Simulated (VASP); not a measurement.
The system is Ni.

```xyz
1
Lattice="0.0000 1.7600 1.7600 1.7600 0.0000 1.7600 1.7600 1.7600 0.0000" Properties=species:S:1:pos:R:3 pbc="T T T"
Ni    0.0000    0.0000    0.0000
```

The cell was built by a generator and needn't be a form met in nature.

Base run:

| Item | Value |
| --- | --- |
| Program | VASP 6.6.1 |
| Functional | PBEsol |
| Potentials or basis | VASP PAW PBE potentials, release 64 (Ni) |
| Cutoff | 500 eV |
| k mesh | 31 × 31 × 31 |
| Occupations | methfessel-paxton, width 0.1 eV |
| Spin | collinear spin, ferromagnetic start |
| Starting moments | [0.8] μB |

Its results: band gap on the k mesh none (metal or under the smearing width); pressure -9.9 GPa; net moment 0.64 μB per cell; site moments Ni +0.65 μB.

Problem. After a change of settings the same cell gave: band gap on the k mesh none (metal or under the smearing width); pressure -8.9 GPa; net moment 0.46 μB per cell; site moments Ni +0.47 μB. Which change was it?
A. cutoff from 500 eV to 520 eV; occupations from methfessel-paxton, width 0.1 eV to gaussian, width 0.5 eV
B. functional from PBEsol to RPBE; cutoff from 500 eV to 520 eV
C. functional from PBEsol to r2SCAN; cutoff from 500 eV to 520 eV
D. functional from PBEsol to LDA; potentials or basis from VASP PAW PBE potentials, release 64 (Ni) to VASP PAW LDA potentials, release 64 (Ni); cutoff from 500 eV to 520 eV

Solution. A.

Caveats: the PAW data sets were made with another functional, which shifts forces and pressure a little.

Runs at the PBE level aren't shown here.
